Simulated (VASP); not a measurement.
Method: PBEsol GGA, VASP's PBE PAW potentials (set 64) (plane waves; VASP).

Input for VASP

**POSCAR**
```
Y
1.0
 -3.1691560000   3.1691560000   1.7291290000
  3.1691560000  -3.1691560000   1.7291290000
  3.1691560000   3.1691560000  -1.7291290000
Y
2
Direct
  0.7500000000   0.2500000000   0.5000000000
  0.0000000000   0.0000000000   0.0000000000
```

INCAR:
```
# general
SYSTEM  = Y
PREC    = Accurate
ENCUT   = 400   # plane-wave cut-off (eV)
LREAL   = .False.
LASPH   = .True.   # aspherical one-centre terms

# electronic loop
EDIFF   = 1E-6   # SCF stop (eV)
NELM    = 100   # most electronic steps
ALGO    = Normal   # blocked Davidson
LMAXMIX = 4   # l cut-off of mixed one-centre charges

# smearing
ISMEAR  = 1   # Methfessel-Paxton
SIGMA   = 0.1

# functional
GGA     = PS   # PBEsol

# ions
IBRION  = 2   # conjugate gradients
NSW     = 60   # most ionic steps
ISIF    = 3
EDIFFG  = -0.01

# output
LWAVE   = .False.
LCHARG  = .False.
```

### KPOINTS
```
Automatic mesh
0
Gamma
11 11 11
0 0 0
```

POTCAR, in this order: Y_sv (PBE.64 set). Program: vasp_std.

Energy and stress use the plane-wave basis of the starting cell.

Question: What does the run give for the energy per atom (σ→0), volume per atom, band gap (on the k-mesh)?

Answer: 
```json
{
  "energy per atom (σ→0)": "-6369 meV/atom",
  "band gap (on the k-mesh)": "none (metal, semimetal or under 0.01 eV)",
  "volume_per_atom": "30.97 Å³/atom"
}
```

OSZICAR:
```
...
       N       E                     dE             d eps       ncg     rms          rms(c)
DAV:   1    -0.127424321108E+02   -0.43071E-02   -0.16869E-01  3780   0.326E+00    0.406E-01
DAV:   2    -0.127392191385E+02    0.32130E-02   -0.84491E-03  4963   0.569E-01    0.181E-01
DAV:   3    -0.127383927012E+02    0.82644E-03   -0.24166E-03  4865   0.323E-01    0.165E-01
DAV:   4    -0.127383990752E+02   -0.63740E-05   -0.13993E-04  5836   0.699E-02    0.552E-02
DAV:   5    -0.127383973402E+02    0.17350E-05   -0.51520E-05  5147   0.413E-02    0.109E-02
DAV:   6    -0.127383979359E+02   -0.59568E-06   -0.29318E-06  4246   0.137E-02
   5 F= -.12738398E+02 E0= -.12738732E+02  d E =-.215165E-02
```

The structure was generated: Y was put into the beta-Sn type (I4_1/amd), which need not be its known phase. This run relaxes it. Symmetry was kept, so distortions that lower it aren't found.
